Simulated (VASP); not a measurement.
Level of theory: PBE GGA, VASP's PBE PAW potentials (set 64) (plane waves; VASP).

VASP ran on this input.

### KPOINTS
```
Automatic mesh
0
Gamma
8 8 8
0 0 0
```

**POSCAR**
```
Al3Sc
1.0
  3.8158328005   0.0000000000   0.0000000000
  0.0000000000   3.8158328005   0.0000000000
  0.0000000000   0.0000000000   3.8158328005
Sc Al
1 3
Cart
  0.0000000000   0.0000000000   0.0000000000
  0.0000000000   1.9079164002   1.9079164002
  1.9079164002   0.0000000000   1.9079164002
  1.9079164002   1.9079164002   0.0000000000
```

INCAR:
```
# general
SYSTEM  = Al3Sc
PREC    = Accurate
ENCUT   = 500
LREAL   = .False.
LASPH   = .True.

# electronic loop
EDIFF   = 1E-6
NELM    = 100
ALGO    = Normal
LMAXMIX = 4

# smearing
ISMEAR  = 1
SIGMA   = 0.1

# functional
GGA     = PE

# ions
IBRION  = 2
NSW     = 40
ISIF    = 3
EDIFFG  = -0.02
PSTRESS = 300

# output
LWAVE   = .False.
LCHARG  = .False.
```

POTCAR, in this order: Sc_sv Al (PBE.64 set). Program: vasp_std.

What VASP printed:

File OUTCAR:
```
 ion  position               nearest neighbor table
   1  0.000  0.000  0.000-   2 2.70   3 2.70   4 2.70   2 2.70   3 2.70   2 2.70   4 2.70   2 2.70
                             3 2.70   4 2.70   3 2.70   4 2.70
   2  0.000  0.500  0.500-   1 2.70   3 2.70   4 2.70   1 2.70   4 2.70   1 2.70   3 2.70   1 2.70
                             3 2.70   4 2.70   4 2.70   3 2.70
   3  0.500  0.000  0.500-   1 2.70   2 2.70   4 2.70   1 2.70   4 2.70   2 2.70   4 2.70   4 2.70
                             1 2.70   2 2.70   1 2.70   2 2.70
   4  0.500  0.500  0.000-   1 2.70   2 2.70   3 2.70   2 2.70   3 2.70   1 2.70   3 2.70   3 2.70
                             1 2.70   2 2.70   2 2.70   1 2.70
  LATTYP: Found a simple cubic cell.
 ALAT       =     3.8158328005
 Subroutine PRICEL returns:
 Original cell was already a primitive cell.
 Subroutine GETGRP returns: Found 48 space group operations
The static configuration has the point symmetry O_h .
The dynamic configuration has the point symmetry O_h .
 Subroutine INISYM returns: Found 48 space group operations
 Subroutine IBZKPT returns following result:
 Found     35 irreducible k-points:

 Following reciprocal coordinates:
            Coordinates               Weight
  0.000000  0.000000  0.000000      1.000000
  0.125000  0.000000  0.000000      6.000000
  0.250000  0.000000  0.000000      6.000000
  0.375000  0.000000  0.000000      6.000000
  0.500000  0.000000  0.000000      3.000000
  0.125000  0.125000  0.000000     12.000000
  0.250000  0.125000  0.000000     24.000000
  0.375000  0.125000  0.000000     24.000000
  0.500000  0.125000  0.000000     12.000000
  0.250000  0.250000  0.000000     12.000000
  0.375000  0.250000  0.000000     24.000000
  0.500000  0.250000  0.000000     12.000000
  0.375000  0.375000  0.000000     12.000000
  0.500000  0.375000  0.000000     12.000000
  0.500000  0.500000  0.000000      3.000000
  0.125000  0.125000  0.125000      8.000000
  0.250000  0.125000  0.125000     24.000000
  0.375000  0.125000  0.125000     24.000000
  0.500000  0.125000  0.125000     12.000000
  0.250000  0.250000  0.125000     24.000000
  0.375000  0.250000  0.125000     48.000000
  0.500000  0.250000  0.125000     24.000000
  0.375000  0.375000  0.125000     24.000000
  0.500000  0.375000  0.125000     24.000000
  0.500000  0.500000  0.125000      6.000000
  0.250000  0.250000  0.250000      8.000000
  0.375000  0.250000  0.250000     24.000000
  0.500000  0.250000  0.250000     12.000000
  0.375000  0.375000  0.250000     24.000000
  0.500000  0.375000  0.250000     24.000000
  0.500000  0.500000  0.250000      6.000000
  0.375000  0.375000  0.375000      8.000000
  0.500000  0.375000  0.375000     12.000000
  0.500000  0.500000  0.375000      6.000000
  0.500000  0.500000  0.500000      1.000000
   k-points           NKPTS =     35   k-points in BZ     NKDIM =     35   number of bands    NBANDS=     14
   number of dos      NEDOS =    301   number of ions     NIONS =      4
   total plane-waves  NPLWV =  21952
   dimension x,y,z NGX =    28 NGY =   28 NGZ =   28
   dimension x,y,z NGXF=    56 NGYF=   56 NGZF=   56
   ions per type =               1   3
   PREC   = accura    normal or accurate (medium, high low for compatibility)
   ISTART =      0    job   : 0-new  1-cont  2-samecut
   ICHARG =      2    charge: 1-file 2-atom 10-const
   ISPIN  =      1    spin polarized calculation?
   LNONCOLLINEAR =      F non collinear calculations
   LSORBIT =      F    spin-orbit coupling
   INIWAV =      1    electr: 0-lowe 1-rand  2-diag
   ENCUT  =  500.0 eV  36.75 Ry    6.06 a.u.   6.96  6.96  6.96*2*pi/ulx,y,z
   NELM   =    100;   NELMIN=  2; NELMDL= -5     # of ELM steps
   EDIFF  = 0.1E-05   stopping-criterion for ELM
   LREAL  =      F    real-space projection
   NLSPLINE    = F    spline interpolate recip. space projectors
...
```

### OSZICAR
```
       N       E                     dE             d eps       ncg     rms          rms(c)
DAV:   1     0.119895288449E+03    0.11990E+03   -0.84062E+03   988   0.129E+03
DAV:   2    -0.102684457682E+02   -0.13016E+03   -0.12778E+03   980   0.373E+02
DAV:   3    -0.189148842507E+02   -0.86464E+01   -0.84001E+01  1556   0.778E+01
DAV:   4    -0.190441604753E+02   -0.12928E+00   -0.12874E+00  1350   0.100E+01
DAV:   5    -0.190465637617E+02   -0.24033E-02   -0.24028E-02  1404   0.137E+00    0.131E+01
DAV:   6    -0.183146172714E+02    0.73195E+00   -0.34277E+00  1582   0.244E+01    0.537E+00
DAV:   7    -0.182565084242E+02    0.58109E-01   -0.60922E-02  1038   0.203E+00    0.265E+00
DAV:   8    -0.182376653198E+02    0.18843E-01   -0.25228E-02  1540   0.143E+00    0.231E-01
DAV:   9    -0.182373218851E+02    0.34343E-03   -0.23825E-03  1174   0.434E-01    0.126E-01
DAV:  10    -0.182372859180E+02    0.35967E-04   -0.29841E-04  1382   0.138E-01    0.957E-02
DAV:  11    -0.182372751678E+02    0.10750E-04   -0.31296E-05  1226   0.415E-02    0.225E-02
DAV:  12    -0.182372763175E+02   -0.11498E-05   -0.32477E-06  1134   0.157E-02    0.149E-02
DAV:  13    -0.182372762106E+02    0.10691E-06   -0.22373E-07   642   0.496E-03
   1 F= -.78337951E+01 E0= -.78335401E+01  d E =-.783380E+01
```

File OUTCAR:
```
------------------------ aborting loop because EDIFF is reached ----------------------------------------
  FORCE on cell =-STRESS in cart. coord.  units (eV):
  Direction    XX          YY          ZZ          XY          YZ          ZX
  --------------------------------------------------------------------------------------
  Total       10.3287139     10.3287139     10.3287139     -0.0000000     -0.0000000     -0.0000000
  in kB      297.8439761    297.8439761    297.8439761     -0.0000000     -0.0000000     -0.0000000
  external PRESSURE =      -2.1560239 kB  Pullay stress =     300.0000000 kB
  volume of cell :       55.56
      direct lattice vectors                 reciprocal lattice vectors
     3.815832800  0.000000000  0.000000000     0.262065990  0.000000000  0.000000000
     0.000000000  3.815832800  0.000000000     0.000000000  0.262065990  0.000000000
     0.000000000  0.000000000  3.815832800     0.000000000  0.000000000  0.262065990
 POSITION                                       TOTAL-FORCE (eV/Angst)
 -----------------------------------------------------------------------------------
      0.00000      0.00000      0.00000         0.000000      0.000000      0.000000
      0.00000      1.90792      1.90792         0.000000      0.000000      0.000000
      1.90792      0.00000      1.90792         0.000000      0.000000      0.000000
      1.90792      1.90792      0.00000         0.000000      0.000000      0.000000
 -----------------------------------------------------------------------------------
    total drift:                               -0.000000     -0.000000     -0.000000
  FREE ENERGIE OF THE ION-ELECTRON SYSTEM (eV)
  ---------------------------------------------------
  free  energy   TOTEN  =       -18.2372762106 eV

  energy  without entropy=      -18.2365112587  energy(sigma->0) =      -18.23702123
  enthalpy is  TOTEN    =        -7.8337951033 eV   P V=       10.4034811073

 reached required accuracy - stopping structural energy minimisation
```
(Selected blocks of OUTCAR.)

The compound is Al3Sc in the L1_2 structure. It was relaxed first under an external pressure of 30 GPa.
